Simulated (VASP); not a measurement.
These are LDA (Ceperley-Alder, Perdew-Zunger), VASP's LDA PAW potentials (set 64) (plane waves; VASP) values and carry that method's errors.

A VASP calculation is set up with these files.

File KPOINTS:
```
Automatic mesh
0
Gamma
12 12 1
0 0 0
```

### POSCAR
```
MgI2 monolayer
1
    4.0560498854    -0.0000000000    -0.0000000000
   -2.0280249428     3.5126418346     0.0000000000
   -0.0000000000     0.0000000000    19.0982094167
I Mg
2 1
Direct
  0.6666670000   0.3333330000   0.4130775899
  0.3333330000   0.6666670000   0.5869224101
  0.0000000000   0.0000000000   0.5000000000
```

### INCAR
```
ALGO = Normal
EDIFF = 1E-6
ENCUT = 400
ISMEAR = 0
LASPH = T
LCHARG = F
LMAXMIX = 4
LORBIT = 11
LREAL = F
LVHAR = T
LWAVE = F
NELM = 100
NELMIN = 4
PREC = Normal
SIGMA = 0.05
SYSTEM = MgI2 monolayer
```

POTCAR, in this order: I Mg (LDA.64 set). Program: vasp_std. Read from the step before: WAVECAR.

Output of the run:

File OUTCAR:
```
 ion  position               nearest neighbor table
   1  0.667  0.333  0.413-   3 2.87   3 2.87   3 2.87
   2  0.333  0.667  0.587-   3 2.87   3 2.87   3 2.87
   3  0.000  0.000  0.500-   1 2.87   2 2.87   2 2.87   1 2.87   1 2.87   2 2.87
  LATTYP: Found a hexagonal cell.
 ALAT       =     4.0560498854
 C/A-ratio  =     4.7085736015
 Subroutine PRICEL returns:
 Original cell was already a primitive cell.
 Subroutine GETGRP returns: Found 12 space group operations
The static configuration has the point symmetry D_3d.
The dynamic configuration has the point symmetry D_3d.
 Subroutine INISYM returns: Found 12 space group operations
 Subroutine IBZKPT returns following result:
 Found     19 irreducible k-points:

 Following reciprocal coordinates:
            Coordinates               Weight
  0.000000  0.000000  0.000000      1.000000
  0.083333 -0.000000  0.000000      6.000000
  0.166667 -0.000000  0.000000      6.000000
  0.250000 -0.000000  0.000000      6.000000
  0.333333  0.000000  0.000000      6.000000
  0.416667 -0.000000  0.000000      6.000000
  0.500000 -0.000000  0.000000      3.000000
...
```

File OSZICAR:
```
       N       E                     dE             d eps       ncg     rms          rms(c)
DAV:   1    -0.899199389281E+01   -0.89920E+01   -0.10179E-03   492   0.433E-01    0.407E-02
DAV:   2    -0.899195824307E+01    0.35650E-04   -0.60886E-05   572   0.602E-02    0.660E-03
DAV:   3    -0.899194808591E+01    0.10157E-04   -0.14655E-05   564   0.274E-02    0.801E-03
DAV:   4    -0.899194225688E+01    0.58290E-05   -0.40734E-06   568   0.122E-02    0.244E-03
DAV:   5    -0.899194116173E+01    0.10951E-05   -0.61542E-07   432   0.490E-03    0.107E-03
DAV:   6    -0.899194291226E+01   -0.17505E-05   -0.36353E-07   376   0.319E-03    0.660E-04
DAV:   7    -0.899194713878E+01   -0.42265E-05   -0.27468E-07   360   0.238E-03    0.390E-04
DAV:   8    -0.899194961106E+01   -0.24723E-05   -0.24246E-07   380   0.190E-03    0.197E-04
DAV:   9    -0.899195014891E+01   -0.53785E-06   -0.44693E-08   396   0.872E-04
   1 F= -.89919501E+01 E0= -.89919501E+01  d E =-.275511E-12
```

### OUTCAR
```
------------------------ aborting loop because EDIFF is reached ----------------------------------------
  FORCE on cell =-STRESS in cart. coord.  units (eV):
  Direction    XX          YY          ZZ          XY          YZ          ZX
  --------------------------------------------------------------------------------------
  Total        0.0738772      0.0738772     -0.0120339     -0.0000000      0.0000000      0.0000000
  in kB        0.4350022      0.4350021     -0.0708579     -0.0000000      0.0000000      0.0000000
  external PRESSURE =       0.2663822 kB  Pullay stress =       0.0000000 kB
  volume of cell :      272.10
      direct lattice vectors                 reciprocal lattice vectors
     4.056049885  0.000000000  0.000000000     0.246545291  0.142343007  0.000000000
    -2.028024943  3.512641835  0.000000000     0.000000000  0.284686013  0.000000000
     0.000000000  0.000000000 19.098209417     0.000000000  0.000000000  0.052360930
 POSITION                                       TOTAL-FORCE (eV/Angst)
 -----------------------------------------------------------------------------------
      2.02803      1.17088      7.88904        -0.000000      0.000000      0.001669
     -0.00000      2.34176     11.20917         0.000000     -0.000000     -0.001669
      0.00000      0.00000      9.54910        -0.000000      0.000000      0.000000
 -----------------------------------------------------------------------------------
    total drift:                               -0.000000     -0.000000      0.000000
  FREE ENERGIE OF THE ION-ELECTRON SYSTEM (eV)
  ---------------------------------------------------
  free  energy   TOTEN  =        -8.9919501489 eV

  energy  without entropy=       -8.9919501489  energy(sigma->0) =       -8.99195015

 total charge

# of ion       s       p       d       tot
------------------------------------------
    1        1.510   2.831   0.014   4.355
    2        1.510   2.831   0.014   4.355
    3        0.150   0.128   0.033   0.311
--------------------------------------------------
tot          3.170   5.791   0.060   9.021
```
(Selected blocks of OUTCAR.)

The cell is a sheet with vacuum, built from MgI2 (1T layered).
